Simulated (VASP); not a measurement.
Li4P:

```
Li P
1.0
     4.82979    0.00000    0.00000
    -2.41490    4.18272    0.00000
     0.00000    0.00000    3.87020
Li P
4 1
Direct
  0.61785 0.00000 0.00000
  0.00000 0.61785 0.00000
  0.38215 0.38215 0.00000
  0.00000 0.00000 0.50000
  0.00000 0.00000 0.00000
```

The cell was built by a generator and needn't be a form met in nature.

* Program: VASP 6.6.1
* Task: relaxation of cell and atoms
* Functional: PBE
* Potentials or basis: VASP PAW PBE potentials, release 64 (Li_sv, P)
* Cutoff: 600 eV
* k mesh: 7 × 7 × 7
* Occupations: gaussian, width 0.05 eV
* Spin: no spin polarisation

At the start: pressure 27.5 GPa; volume 15.64 Å³/atom.

Question: How do energy, volume and symmetry change on relaxing?

Answer: Over 20 steps the energy falls by 841.1 meV/atom and the volume is 21.28 Å³/atom (+36.1 %); space group P6/mmm (No. 191, to 0.05 Å).

Step by step:
```
step  energy change (eV)  largest force (eV/Å)  pressure (GPa)  volume (Å³)
   1              0.0000                4.6861           27.46        78.18
   2             -3.8270                0.4049            1.60       112.60
   3             -3.8716                0.2810            0.58       116.17
   4             -3.8775                0.0979           -1.20       123.54
   5             -3.8879                0.1739           -0.41       120.05
   6             -3.9574                0.2267           -0.56       119.45
   7             -4.0004                0.3282           -0.76       118.07
   8             -4.0008                0.3158           -0.74       118.25
   9             -4.0331                0.3233           -0.44       115.47
  10             -4.1074                0.3563            0.50       107.37
  11             -4.0014                0.1592            4.48        92.25
  12             -4.1139                0.3610            1.29       103.62
  13             -4.1440                0.2831            1.09       103.58
  14             -4.1943                0.0832            0.75       103.47
  15             -4.1994                0.0081            0.72       103.43
  16             -4.2046                0.0197            0.25       105.27
  17             -4.2052                0.0243            0.04       106.15
  18             -4.2054                0.0209            0.03       106.18
  19             -4.2056                0.0133            0.02       106.25
  20             -4.2057                0.0081           -0.01       106.38
```

Final structure:
```
CELL_PARAMETERS angstrom
5.14922 0.00000 0.00000
-2.57461 4.45935 0.00000
0.00000 0.00000 4.63291
ATOMIC_POSITIONS crystal
Li 0.50101 0.00000 0.00000
Li 0.00000 0.50101 0.00000
Li 0.49899 0.49899 0.00000
Li 0.00000 0.00000 0.50000
P 0.00000 0.00000 0.00000
```

Caveat: the cutoff is under 1.25 times the usual one of these potentials, so pressure, stress and relaxed cells hold a basis-set (Pulay) error; the volume moved by over 15 % at a fixed basis, so the end points are rough.
